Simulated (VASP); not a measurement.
All values below come from PBE GGA, VASP's PBE PAW potentials (set 64) (plane waves; VASP).

A VASP calculation is set up with these files.

### INCAR
```
ALGO  =  Normal
EDIFF  =  1E-6
EDIFFG  =  -0.01
ENCUT  =  400
GGA  =  PE
IBRION  =  2
ISIF  =  3
ISMEAR  =  -1
LASPH  =  .TRUE.
LCHARG  =  .FALSE.
LMAXMIX  =  4
LREAL  =  .FALSE.
LWAVE  =  .FALSE.
NELM  =  100
NSW  =  50
PREC  =  Accurate
SIGMA  =  0.1
SYSTEM  =  RhC
```

### KPOINTS
```
Automatic mesh
0
Gamma
9 9 9
0 0 0
```

### POSCAR
```
RhC
1.0
  0.0000000000   2.1143950000   2.1143950000
  2.1143950000   0.0000000000   2.1143950000
  2.1143950000   2.1143950000   0.0000000000
C Rh
1 1
Direct
  0.0000000000   0.0000000000   0.0000000000
  0.5000000000   0.5000000000   0.5000000000
```

POTCAR, in this order: C Rh_pv (PBE.64 set). Program: vasp_std.

### Question
What will the output report for the number of irreducible k-points (NKPTS), largest plane-wave count, number of space-group operations, FFT grid (NGX, NGY, NGZ)?

### Answer

| Property | Result |
|---|---|
| number of irreducible k-points (NKPTS) | 35 |
| largest plane-wave count | 353 |
| number of space-group operations | 48 |
| FFT grid (NGX, NGY, NGZ) | 20 × 20 × 20 |

The structure was generated: RhC was put into an ordered model structure, which need not be its known phase. This run relaxes it. Symmetry was kept, so distortions that lower it aren't found. The run is one of a series of settings (EDIFFG = -0.01, IBRION = 2, ISIF = 3, NSW = 50 against the base run), some of them coarse on purpose. The electron count is odd and the run is not spin-polarised, which forces a metal.
